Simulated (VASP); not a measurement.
Input:

```
CELL_PARAMETERS angstrom
      1.28010    -2.21720     0.00000
      1.28010     2.21720     0.00000
      0.00000     0.00000     4.15140
ATOMIC_POSITIONS crystal
  Co 0.33333 0.66667 0.25000
  Co 0.66667 0.33333 0.75000
```
Starting moments (μB, in the order of the record's atoms Co Co): 1.8 1.8.

Method: PBE GGA, VASP's PBE PAW potentials (set 64) (plane waves; VASP). Settings: 400 eV cut-off, 15×15×8 Γ-centred mesh, Gaussian smearing of 0.50 eV, potentials Co.

Problem. Give the stress tensor in GPa (positive for a compressed cell).

Solution. 
```
-14.29    0.00    0.00
  0.00  -14.29    0.00
  0.00    0.00  -13.71
```
The pressure is its mean diagonal, -14.09 GPa.

The compound is Co in the hcp structure. The cell was not relaxed at this level. The run is one of a series of settings (ISMEAR = 0, SIGMA = 0.5 against the base run), some of them coarse on purpose.
